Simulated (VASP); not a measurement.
Computed with rev-vdW-DF2, VASP's PBE PAW potentials (set 64) (plane waves; VASP).

Input for VASP

File KPOINTS:
```
Regular mesh
0
gamma
 7 7 7
```

INCAR:
```
AGGAC=0.0
ALGO=Normal
EDIFF=1E-6
EDIFFG=-0.01
ENCUT=520
GGA=MK
IBRION=2
ISIF=3
ISMEAR=0
LASPH=.True.
LCHARG=.False.
LMAXMIX=4
LREAL=.False.
LUSE_VDW=.True.
LWAVE=.False.
NELM=100
NSW=60
PARAM1=0.1234568
PARAM2=0.7114
PREC=Accurate
SIGMA=0.05
SYSTEM=CdS
ZAB_VDW=-1.8867
```

**POSCAR**
```
CdS
1
   -0.0000000000     2.9462543035     2.9462543035
    2.9462543035    -0.0000000000     2.9462543035
    2.9462543035     2.9462543035     0.0000000000
Cd S
1 1
Direct
  0.0000000000   0.0000000000   0.0000000000
  0.2500000000   0.2500000000   0.2500000000
```

POTCAR, in this order: Cd S (PBE.64 set). Program: vasp_std.

The run wrote:

### OUTCAR
```
 ion  position               nearest neighbor table
   1  0.000  0.000  0.000-   2 2.55   2 2.55   2 2.55   2 2.55
   2  0.250  0.250  0.250-   1 2.55   1 2.55   1 2.55   1 2.55
  LATTYP: Found a face centered cubic cell.
 ALAT       =     5.8925086070
 Subroutine PRICEL returns:
 Original cell was already a primitive cell.
 Subroutine GETGRP returns: Found 24 space group operations
The static configuration has the point symmetry T_d .
The dynamic configuration has the point symmetry T_d .
 Subroutine INISYM returns: Found 24 space group operations
 Subroutine IBZKPT returns following result:
 Found     20 irreducible k-points:

 Following reciprocal coordinates:
            Coordinates               Weight
  0.000000  0.000000  0.000000      1.000000
  0.142857  0.000000  0.000000      8.000000
  0.285714  0.000000  0.000000      8.000000
  0.428571  0.000000  0.000000      8.000000
  0.142857  0.142857  0.000000      6.000000
  0.285714  0.142857  0.000000     24.000000
  0.428571  0.142857  0.000000     24.000000
 -0.428571  0.142857  0.000000     24.000000
 -0.285714  0.142857  0.000000     24.000000
 -0.142857  0.142857  0.000000     12.000000
  0.285714  0.285714  0.000000      6.000000
  0.428571  0.285714  0.000000     24.000000
 -0.428571  0.285714  0.000000     24.000000
 -0.285714  0.285714  0.000000     12.000000
  0.428571  0.428571  0.000000      6.000000
 -0.428571  0.428571  0.000000     12.000000
  0.428571  0.285714  0.142857     24.000000
 -0.428571  0.285714  0.142857     48.000000
 -0.428571  0.428571  0.142857     24.000000
 -0.285714  0.428571  0.142857     24.000000
   k-points           NKPTS =     20   k-points in BZ     NKDIM =     20   number of bands    NBANDS=     13
   number of dos      NEDOS =    301   number of ions     NIONS =      2
   total plane-waves  NPLWV =  32768
   dimension x,y,z NGX =    32 NGY =   32 NGZ =   32
...
```

File OSZICAR:
```
       N       E                     dE             d eps       ncg     rms          rms(c)
DAV:   1     0.119687299750E+03    0.11969E+03   -0.91784E+03   528   0.127E+03
DAV:   2     0.259391392776E+01   -0.11709E+03   -0.11249E+03   615   0.300E+02
DAV:   3    -0.244187856167E+01   -0.50358E+01   -0.50223E+01   620   0.649E+01
DAV:   4    -0.248115269561E+01   -0.39274E-01   -0.39269E-01   570   0.572E+00
DAV:   5    -0.248174223076E+01   -0.58954E-03   -0.58953E-03   635   0.684E-01    0.761E+00
DAV:   6    -0.195807058355E+01    0.52367E+00   -0.10858E+00   742   0.141E+01    0.606E+00
DAV:   7    -0.194228237878E+01    0.15788E-01   -0.18632E-01   535   0.351E+00    0.315E+00
DAV:   8    -0.194102635804E+01    0.12560E-02   -0.17613E-02   545   0.201E+00    0.258E-01
DAV:   9    -0.194067744431E+01    0.34891E-03   -0.22239E-03   600   0.778E-01    0.726E-02
DAV:  10    -0.194074251607E+01   -0.65072E-04   -0.21547E-04   555   0.149E-01    0.696E-02
DAV:  11    -0.194077134803E+01   -0.28832E-04   -0.55404E-05   535   0.948E-02    0.156E-02
DAV:  12    -0.194076494736E+01    0.64007E-05   -0.26458E-05   621   0.721E-02    0.662E-03
DAV:  13    -0.194076509635E+01   -0.14899E-06   -0.18858E-06   509   0.115E-02
   1 F= -.19407651E+01 E0= -.19407651E+01  d E =-.194077E+01
```

OUTCAR:
```
------------------------ aborting loop because EDIFF is reached ----------------------------------------
  FORCE on cell =-STRESS in cart. coord.  units (eV):
  Direction    XX          YY          ZZ          XY          YZ          ZX
  --------------------------------------------------------------------------------------
  Total        0.0043491      0.0043491      0.0043491      0.0000000      0.0000000      0.0000000
  in kB        0.1362290      0.1362290      0.1362290      0.0000000      0.0000000      0.0000000
  external PRESSURE =       0.1362290 kB  Pullay stress =       0.0000000 kB
  volume of cell :       51.15
      direct lattice vectors                 reciprocal lattice vectors
     0.000000000  2.946254303  2.946254303    -0.169707007  0.169707007  0.169707007
     2.946254303  0.000000000  2.946254303     0.169707007 -0.169707007  0.169707007
     2.946254303  2.946254303  0.000000000     0.169707007  0.169707007 -0.169707007
  FREE ENERGIE OF THE ION-ELECTRON SYSTEM (eV)
  ---------------------------------------------------
  free  energy   TOTEN  =        -1.9407650963 eV

  energy  without entropy=       -1.9407650963  energy(sigma->0) =       -1.94076510

 reached required accuracy - stopping structural energy minimisation
```
(Selected blocks of OUTCAR.)

The compound is CdS in the zinc blende structure, a metastable form; wurtzite is the usual one. It was relaxed first. The start is the result of an earlier pass.
